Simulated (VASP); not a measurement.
# ZrIr2: accuracy against cost in the k-mesh and number of MPI ranks

How sensitive are energy and pressure of ZrIr2 to the k-mesh and number of MPI ranks? The series runs use r2SCAN. The k-mesh tried: 2 2 2; 3 3 3; 4 4 4; 5 5 5; 6 6 6; 8 8 8; 10 10 10. The number of MPI ranks tried: 1 ranks; 2 ranks; 4 ranks; 8 ranks. The start is a cell from a database of measured crystal structures.

Calculated with VASP 6.6.1; r2SCAN; plane waves and PAW (Zr_sv, Ir).

## Step 1: The structure

Symmetry: Fd-3m, No. 227, cubic system. The conventional cell has a = 7.359 Å, b = 7.359 Å, c = 7.359 Å, α = 90.00°, β = 90.00°, γ = 90.00°. Nearest to Zr lie 12 Ir at 3.05 Å and 4 Zr at 3.19 Å. Ir has 6 Ir at 2.60 Å and 6 Zr at 3.05 Å nearest. Farther neighbours are not listed.

As a file:

```cif
data_structure
_symmetry_space_group_name_H-M 'P 1'
_symmetry_Int_Tables_number 1
_cell_length_a 5.2036
_cell_length_b 5.2036
_cell_length_c 5.2036
_cell_angle_alpha 60.000
_cell_angle_beta 60.000
_cell_angle_gamma 60.000
_cell_volume 99.63
loop_
_atom_site_label
_atom_site_type_symbol
_atom_site_fract_x
_atom_site_fract_y
_atom_site_fract_z
_atom_site_occupancy
Zr1 Zr 0.00000 0.00000 0.00000 1
Zr2 Zr 0.25000 0.25000 0.25000 1
Ir3 Ir 0.62500 0.62500 0.62500 1
Ir4 Ir 0.12500 0.62500 0.62500 1
Ir5 Ir 0.62500 0.62500 0.12500 1
Ir6 Ir 0.62500 0.12500 0.62500 1
```

## Step 2: K-mesh: 2 2 2

The sum over the zone converges with the mesh, fast for insulators and slowly for metals. r2SCAN adds the kinetic-energy density, costs more than a GGA and is run with LASPH.

INCAR reads:

```
SYSTEM = ZrIr2
PREC = Accurate
ENCUT = 400
EDIFF = 1E-06
NELM = 100
ISMEAR = -1
SIGMA = 0.05
LREAL = .FALSE.
ALGO = Normal
METAGGA = R2SCAN
LASPH = .TRUE.
NBANDS = 37
LORBIT = 11
LWAVE = .FALSE.
LCHARG = .FALSE.
NCORE = 8
ISIF = 2
```

POSCAR reads:

```
ZrIr2
1.0
    0.0000000000      3.6795000000      3.6795000000
    3.6795000000      0.0000000000      3.6795000000
    3.6795000000      3.6795000000      0.0000000000
Zr Ir
2 4
Direct
    0.0000000000      0.0000000000      0.0000000000
    0.2500000000      0.2500000000      0.2500000000
    0.6250000000      0.6250000000      0.6250000000
    0.1250000000      0.6250000000      0.6250000000
    0.6250000000      0.6250000000      0.1250000000
    0.6250000000      0.1250000000      0.6250000000
```

KPOINTS reads:

```
Automatic mesh
0
Gamma
2 2 2
0 0 0
```

Potentials, in the order of the species: Zr_sv and Ir (PBE family, release 64).

Started as:

```bash
> mpirun -np 8 vasp_std
```

What it wrote:

```text
[banner, memory and clock lines left out]
running    8 mpi-ranks, on    1 nodes
 distrk:  each k-point on    8 cores,    1 groups
 distr:  one band on    8 cores,    1 groups

 POSCAR found type information on POSCAR ZrIr
 POSCAR found :  2 types and       6 ions
|                                                                             |
|           W    W    AA    RRRRR   N    N  II  N    N   GGGG   !!!           |
|           W    W   A  A   R    R  NN   N  II  NN   N  G    G  !!!           |
|           W    W  A    A  R    R  N N  N  II  N N  N  G       !!!           |
|           W WW W  AAAAAA  RRRRR   N  N N  II  N  N N  G  GGG   !            |
|           WW  WW  A    A  R   R   N   NN  II  N   NN  G    G                |
|           W    W  A    A  R    R  N    N  II  N    N   GGGG   !!!           |
|                                                                             |
|     For optimal performance we recommend to set                             |
|       NCORE = 2 up to number-of-cores-per-socket                            |
|     NCORE specifies how many cores store one orbital (NPAR=cpu/NCORE).      |
|     This setting can greatly improve the performance of VASP for DFT.       |
|     The default, NCORE=1 might be grossly inefficient on modern             |
|     multi-core architectures or massively parallel machines. Do your        |
|     Unfortunately you need to use the default for GW and RPA                |
|     calculations (for HF NCORE is supported but not extensively tested      |
|     yet).                                                                   |
|                                                                             |

|                                                                             |
|               ----> ADVICE to this user running VASP <----                  |
|                                                                             |
|     You enforced a specific xc type in the INCAR file but a different       |
|     [... a line on the potential file left out ...]
|     I HOPE YOU KNOW WHAT YOU ARE DOING!                                     |
|                                                                             |

 LDA part: xc-table for (None), standard interpolation
 POSCAR, INCAR and KPOINTS ok, starting setup
 FFT: planning ... GRIDC
 FFT: planning ... GRID_SOFT
 FFT: planning ... GRID
 WAVECAR not read
 entering main loop
       N       E                     dE             d eps       ncg     rms          rms(c)
DAV:   1     0.397457132684E+03    0.39746E+03   -0.25507E+04   222   0.139E+03
DAV:   2    -0.224833499775E+03   -0.62229E+03   -0.60158E+03   222   0.473E+02
DAV:   3    -0.277803500547E+03   -0.52970E+02   -0.50618E+02   383   0.124E+02
DAV:   4    -0.281516801723E+03   -0.37133E+01   -0.36508E+01   340   0.261E+01
DAV:   5    -0.281625101355E+03   -0.10830E+00   -0.10825E+00   343   0.392E+00    0.352E+01
DAV:   6    -0.259755199604E+03    0.21870E+02   -0.15156E+01   317   0.240E+01    0.123E+01
DAV:   7    -0.260408508870E+03   -0.65331E+00   -0.15472E+01   306   0.123E+01    0.908E+00
DAV:   8    -0.259182839621E+03    0.12257E+01   -0.46523E+00   338   0.101E+01    0.361E+00
DAV:   9    -0.259266877222E+03   -0.84038E-01   -0.21790E-01   274   0.240E+00    0.135E+00
DAV:  10    -0.259254610383E+03    0.12267E-01   -0.88572E-02   343   0.195E+00    0.768E-01
DAV:  11    -0.259251230558E+03    0.33798E-02   -0.11403E-02   284   0.726E-01    0.248E-01
DAV:  12    -0.259251138683E+03    0.91875E-04   -0.46646E-03   319   0.383E-01    0.725E-02
DAV:  13    -0.259251264408E+03   -0.12573E-03   -0.60590E-04   324   0.162E-01    0.637E-02
DAV:  14    -0.259251182373E+03    0.82035E-04   -0.10431E-04   292   0.570E-02    0.114E-02
DAV:  15    -0.259251186510E+03   -0.41367E-05   -0.14147E-05   324   0.205E-02    0.411E-03
DAV:  16    -0.259251186973E+03   -0.46314E-06   -0.47295E-07   151   0.470E-03
   1 F= -.25925119E+03 E0= -.25918843E+03  d E =-.125523E+00
```

Wall time 16 s (8 MPI ranks of Intel Xeon 6975P-C (Granite Rapids), shared host); peak memory 0.9 GiB.

The logs omit lines about the potential files and the build; timing stands in the text.

Parts of OUTCAR (step 2):

```text
ion  position               nearest neighbor table
   1  0.000  0.000  0.000-   3 3.05   3 3.05   3 3.05   4 3.05   5 3.05   6 3.05   6 3.05   5 3.05
                             4 3.05   5 3.05   6 3.05   4 3.05   2 3.19   2 3.19   2 3.19   2 3.19
   2  0.250  0.250  0.250-   4 3.05   5 3.05   6 3.05   3 3.05   3 3.05   3 3.05   5 3.05   4 3.05
                             5 3.05   6 3.05   4 3.05   6 3.05   1 3.19   1 3.19   1 3.19   1 3.19
   3  0.625  0.625  0.625-   4 2.60   5 2.60   6 2.60   5 2.60   6 2.60   4 2.60   1 3.05   2 3.05
                             1 3.05   2 3.05   1 3.05   2 3.05
   4  0.125  0.625  0.625-   3 2.60   5 2.60   6 2.60   3 2.60   5 2.60   6 2.60   1 3.05   2 3.05
                             2 3.05   1 3.05   2 3.05   1 3.05
   5  0.625  0.625  0.125-   3 2.60   3 2.60   4 2.60   6 2.60   6 2.60   4 2.60   1 3.05   2 3.05
                             1 3.05   2 3.05   1 3.05   2 3.05
   6  0.625  0.125  0.625-   3 2.60   5 2.60   3 2.60   4 2.60   5 2.60   4 2.60   1 3.05   2 3.05
                             1 3.05   2 3.05   2 3.05   1 3.05

  LATTYP: Found a face centered cubic cell.
 ALAT       =     7.3590000000

 Subroutine GETGRP returns: Found 48 space group operations
 (whereof 24 operations were pure point group operations)

The static configuration has the point symmetry T_d .
 The point group associated with its full space group is O_h .

 Found      3 irreducible k-points:

   k-points           NKPTS =      3   k-points in BZ     NKDIM =      3   number of bands    NBANDS=     37

   dimension x,y,z NGX =    36 NGY =   36 NGZ =   36
   dimension x,y,z NGXF=    72 NGYF=   72 NGZF=   72

   ENCUT  =  400.0 eV  29.40 Ry    5.42 a.u.   8.49  8.49  8.49*2*pi/ulx,y,z

   NELECT =      60.0000    total number of electrons

 k-points in reciprocal lattice and weights: Automatic mesh
   0.00000000  0.00000000  0.00000000       0.125
   0.50000000  0.00000000  0.00000000       0.500
   0.50000000  0.50000000  0.00000000       0.375

 average (electrostatic) potential at core
       1 -79.7925       2 -79.7925       3 -52.9711       4 -52.9711       5 -52.9711
       6 -52.9711

 E-fermi :   9.9545

 k-point     1 :       0.0000    0.0000    0.0000
  band No.  band energies     occupation
    ...
     27       9.2406      2.00000
     28       9.2406      2.00000
     29       9.3789      1.99998
     30       9.3789      1.99998
     31       9.3789      1.99998
     32      11.4916      0.00000
     33      11.8255      0.00000
     34      11.8255      0.00000
     35      11.8255      0.00000
     36      12.9343      0.00000
    ...

 k-point     2 :       0.5000    0.0000    0.0000
  band No.  band energies     occupation
    ...
     25       9.1832      2.00000
     26       9.1832      2.00000
     27       9.2048      2.00000
     28       9.8600      1.73718
     29       9.8600      1.73718
     30      10.0592      0.21935
     31      10.0592      0.21934
     32      10.4855      0.00005
     33      10.4855      0.00005
     34      10.7435      0.00000
    ...

 k-point     3 :       0.5000    0.5000    0.0000
  band No.  band energies     occupation
    ...
     28       9.4596      1.99990
     29       9.5090      1.99973
     30       9.5090      1.99973
     31       9.9486      1.05830
     32       9.9486      1.05828
     33      11.5509      0.00000
     34      11.5509      0.00000
     35      12.6181      0.00000
     36      12.6181      0.00000
     37      13.1824      0.00000

  Total        3.5608547      3.5608547      3.5608547      0.0000000     -0.0000000      0.0000000
  in kB       57.2622517     57.2622517     57.2622517      0.0000000     -0.0000000      0.0000000
  external PRESSURE =      57.2622517 kB  Pullay stress =       0.0000000 kB

  energy-cutoff  :      400.00
  volume of cell :       99.63
      direct lattice vectors                 reciprocal lattice vectors
     0.000000000  3.679500000  3.679500000    -0.135888028  0.135888028  0.135888028
     3.679500000  0.000000000  3.679500000     0.135888028 -0.135888028  0.135888028
     3.679500000  3.679500000  0.000000000     0.135888028  0.135888028 -0.135888028

 POSITION                                       TOTAL-FORCE (eV/Angst)
 -----------------------------------------------------------------------------------
      0.00000      0.00000      0.00000         0.000000      0.000000      0.000000
      1.83975      1.83975      1.83975        -0.000000     -0.000000     -0.000000
      4.59938      4.59938      4.59938        -0.000000     -0.000000     -0.000000
      4.59938      2.75963      2.75963        -0.000000     -0.000000     -0.000000
      2.75963      2.75963      4.59938        -0.000000     -0.000000     -0.000000
      2.75963      4.59938      2.75963        -0.000000     -0.000000     -0.000000
 -----------------------------------------------------------------------------------
    total drift:                                0.000000      0.000000      0.000000

  FREE ENERGIE OF THE ION-ELECTRON SYSTEM (eV)
  ---------------------------------------------------
  free  energy   TOTEN  =      -259.2511869733 eV

  energy  without entropy=     -259.1256637033  energy(sigma->0) =     -259.18842534

 total charge
# of ion       s       p       d       tot
------------------------------------------
    1        2.172   5.993   1.467   9.632
    2        2.172   5.993   1.467   9.632
    3        0.745   0.655   7.181   8.581
    4        0.745   0.655   7.181   8.581
    5        0.745   0.655   7.181   8.581
    6        0.745   0.655   7.181   8.581
--------------------------------------------------
tot          7.324  14.604  31.658  53.587
```

The PAW data sets were made with PBE, which is usual practice but a small mismatch for other functionals.

Numbers from this step:

- electronic steps: 16
- electrons: 60
- bands: 37
- irreducible k points: 3
- symmetry operations: 48
- free energy (TOTEN): -259.2512 eV
- energy at zero smearing: -259.1884 eV
- Fermi energy: 9.954 eV
- pressure: 5.726 GPa
- metallic: yes

The series starts at -43.1981 eV an atom and 5.73 GPa, after 16 cycles in 16 s.

## Step 3: K-mesh: 3 3 3

INCAR, as its differences from that of step 2:

```diff
@@ -15,3 +15,4 @@
 LCHARG = .FALSE.
-NCORE = 8
+KPAR = 2
+NCORE = 4
 ISIF = 2
```

POSCAR is that of step 2.

KPOINTS reads:

```
Automatic mesh
0
Gamma
3 3 3
0 0 0
```

Started as:

```bash
> mpirun -np 8 vasp_std
```

What it wrote:

```text
[banner, memory and clock lines left out]
running    8 mpi-ranks, on    1 nodes
[...]
[... a notice as in an earlier step ...]

 LDA part: xc-table for (None), standard interpolation
 POSCAR, INCAR and KPOINTS ok, starting setup
[...]
entering main loop
       N       E                     dE             d eps       ncg     rms          rms(c)
DAV:   1     0.413229991563E+03    0.41323E+03   -0.25547E+04   296   0.139E+03
DAV:   2    -0.228090157504E+03   -0.64132E+03   -0.62447E+03   296   0.478E+02
DAV:   3    -0.277876513777E+03   -0.49786E+02   -0.47193E+02   481   0.120E+02
DAV:   4    -0.282249950445E+03   -0.43734E+01   -0.43196E+01   464   0.288E+01
[...]
DAV:  13    -0.259485514963E+03   -0.44984E-04   -0.63400E-05   336   0.501E-02    0.967E-03
DAV:  14    -0.259485510556E+03    0.44077E-05   -0.74287E-06   395   0.154E-02    0.231E-03
DAV:  15    -0.259485509751E+03    0.80442E-06   -0.39366E-07   208   0.516E-03
   1 F= -.25948551E+03 E0= -.25946886E+03  d E =-.333083E-01
```

Run time: 15 s. Hardware: 8 MPI ranks; peak memory 1.2 GiB; 90 s of CPU time.

From OUTCAR (step 3):

```text
  Total        2.5723642      2.5723642      2.5723642      0.0000000      0.0000000      0.0000000
  in kB       41.3662954     41.3662954     41.3662954      0.0000000      0.0000000      0.0000000
  external PRESSURE =      41.3662954 kB  Pullay stress =       0.0000000 kB

 POSITION                                       TOTAL-FORCE (eV/Angst)
 -----------------------------------------------------------------------------------
      0.00000      0.00000      0.00000         0.000000      0.000000      0.000000
      1.83975      1.83975      1.83975        -0.000000     -0.000000     -0.000000
      4.59938      4.59938      4.59938         0.000000     -0.000000      0.000000
      4.59938      2.75963      2.75963         0.000000     -0.000000      0.000000
      2.75963      2.75963      4.59938        -0.000000     -0.000000      0.000000
      2.75963      4.59938      2.75963         0.000000     -0.000000      0.000000
 -----------------------------------------------------------------------------------
    total drift:                                0.000000      0.000000      0.000000

  FREE ENERGIE OF THE ION-ELECTRON SYSTEM (eV)
  ---------------------------------------------------
  free  energy   TOTEN  =      -259.4855097511 eV

  energy  without entropy=     -259.4522014169  energy(sigma->0) =     -259.46885558

[... 1 part as in an earlier step ...]

[... 2 further parts left out ...]
[key lines of the parts left out:]
E-fermi :  10.1101
```

Against the run before the energy moves by -46.74 meV an atom and the pressure by -1.59 GPa, after 15 cycles in 15 s.

## Step 4: K-mesh: 4 4 4

INCAR, as its differences from that of step 3:

```diff
@@ -15,4 +15,3 @@
 LCHARG = .FALSE.
-KPAR = 2
-NCORE = 4
+KPAR = 8
 ISIF = 2
```

POSCAR is that of step 3.

KPOINTS reads:

```
Automatic mesh
0
Gamma
4 4 4
0 0 0
```

Started as:

```bash
> mpirun -np 8 vasp_std
```

What it wrote:

```text
[banner, memory and clock lines left out]
running    8 mpi-ranks, on    1 nodes
[...]
[... a notice as in an earlier step ...]

 [... a notice as in an earlier step ...]

 LDA part: xc-table for (None), standard interpolation
 POSCAR, INCAR and KPOINTS ok, starting setup
[...]
entering main loop
       N       E                     dE             d eps       ncg     rms          rms(c)
DAV:   1     0.403157227446E+03    0.40316E+03   -0.25257E+04   592   0.138E+03
DAV:   2    -0.227836674936E+03   -0.63099E+03   -0.61266E+03   592   0.477E+02
DAV:   3    -0.277739824197E+03   -0.49903E+02   -0.47531E+02   948   0.122E+02
DAV:   4    -0.282277096506E+03   -0.45373E+01   -0.44438E+01   968   0.286E+01
[...]
DAV:  13    -0.259513189676E+03   -0.27000E-04   -0.35455E-05   800   0.388E-02    0.110E-02
DAV:  14    -0.259513181310E+03    0.83663E-05   -0.60161E-06   715   0.144E-02    0.244E-03
DAV:  15    -0.259513180946E+03    0.36373E-06   -0.35693E-07   416   0.472E-03
   1 F= -.25951318E+03 E0= -.25949160E+03  d E =-.431578E-01
```

Wall time 27 s (8 MPI ranks); peak memory 1.7 GiB; 2.8 min of CPU time.

From OUTCAR (step 4):

```text
  Total        2.4145612      2.4145612      2.4145612     -0.0000000     -0.0000000      0.0000000
  in kB       38.8286576     38.8286576     38.8286576     -0.0000000     -0.0000000      0.0000000
  external PRESSURE =      38.8286576 kB  Pullay stress =       0.0000000 kB

 POSITION                                       TOTAL-FORCE (eV/Angst)
 -----------------------------------------------------------------------------------
      0.00000      0.00000      0.00000        -0.000000      0.000000      0.000000
      1.83975      1.83975      1.83975         0.000000      0.000000     -0.000000
      4.59938      4.59938      4.59938        -0.000000     -0.000000      0.000000
      4.59938      2.75963      2.75963        -0.000000     -0.000000      0.000000
      2.75963      2.75963      4.59938        -0.000000     -0.000000      0.000000
      2.75963      4.59938      2.75963        -0.000000     -0.000000      0.000000
 -----------------------------------------------------------------------------------
    total drift:                                0.000000      0.000000      0.000000

  FREE ENERGIE OF THE ION-ELECTRON SYSTEM (eV)
  ---------------------------------------------------
  free  energy   TOTEN  =      -259.5131809463 eV

  energy  without entropy=     -259.4700231393  energy(sigma->0) =     -259.49160204

[... 1 part as in an earlier step ...]

[... 2 further parts left out ...]
[key lines of the parts left out:]
E-fermi :  10.0521
```

Against the run before the energy moves by -3.79 meV an atom and the pressure by -0.25 GPa, after 15 cycles in 27 s.

## Step 5: K-mesh: 5 5 5

INCAR is that of step 4.

POSCAR is that of step 4.

KPOINTS reads:

```
Automatic mesh
0
Gamma
5 5 5
0 0 0
```

Started as:

```bash
> mpirun -np 8 vasp_std
```

What it wrote:

```text
[... set-up lines as in an earlier step ...]
 entering main loop
       N       E                     dE             d eps       ncg     rms          rms(c)
DAV:   1     0.410242872016E+03    0.41024E+03   -0.25522E+04   740   0.139E+03
DAV:   2    -0.225258109219E+03   -0.63550E+03   -0.61737E+03   753   0.477E+02
DAV:   3    -0.278083476638E+03   -0.52825E+02   -0.50161E+02  1204   0.124E+02
DAV:   4    -0.282411630270E+03   -0.43282E+01   -0.42943E+01  1224   0.289E+01
[...]
DAV:  13    -0.259585404300E+03   -0.10154E-04   -0.12738E-04   992   0.631E-02    0.940E-03
DAV:  14    -0.259585400534E+03    0.37664E-05   -0.92156E-06  1078   0.184E-02    0.352E-03
DAV:  15    -0.259585400947E+03   -0.41261E-06   -0.57467E-07   528   0.532E-03
   1 F= -.25958540E+03 E0= -.25956996E+03  d E =-.308750E-01
```

Wall time 31 s (8 MPI ranks); peak memory 1.7 GiB; 3.2 min of CPU time.

OUTCAR, selected parts (step 5):

```text
  Total        2.3314283      2.3314283      2.3314283      0.0000000      0.0000000      0.0000000
  in kB       37.4917954     37.4917954     37.4917954      0.0000000      0.0000000      0.0000000
  external PRESSURE =      37.4917954 kB  Pullay stress =       0.0000000 kB

 POSITION                                       TOTAL-FORCE (eV/Angst)
 -----------------------------------------------------------------------------------
      0.00000      0.00000      0.00000         0.000000      0.000000      0.000000
      1.83975      1.83975      1.83975        -0.000000     -0.000000     -0.000000
      4.59938      4.59938      4.59938        -0.000000      0.000000     -0.000000
      4.59938      2.75963      2.75963        -0.000000      0.000000     -0.000000
      2.75963      2.75963      4.59938        -0.000000      0.000000     -0.000000
      2.75963      4.59938      2.75963        -0.000000      0.000000     -0.000000
 -----------------------------------------------------------------------------------
    total drift:                                0.000000      0.000000      0.000000

  FREE ENERGIE OF THE ION-ELECTRON SYSTEM (eV)
  ---------------------------------------------------
  free  energy   TOTEN  =      -259.5854009466 eV

  energy  without entropy=     -259.5545259512  energy(sigma->0) =     -259.56996345

[... 1 part as in an earlier step ...]

[... 2 further parts left out ...]
[key lines of the parts left out:]
E-fermi :  10.1659
```

Against the run before the energy moves by -13.06 meV an atom and the pressure by -0.13 GPa, after 15 cycles in 31 s.

[end of part 1 of 3]

[Lines on the potential files, build, host, timing and source positions are cut from VASP's logs without a mark.]

[Logs are printed without paths, hosts, clocks, repeated set-up lines and the standing remarks that a program may print on its own settings, such as how far it seeks lower states.]

[Hosts, paths, dates, database ids (printed as entryN), source tags and the programs' standing remarks are cut or masked in the printed files.]

[A measured line is paired with the nearest computed mode of its activity, which favours agreement.]
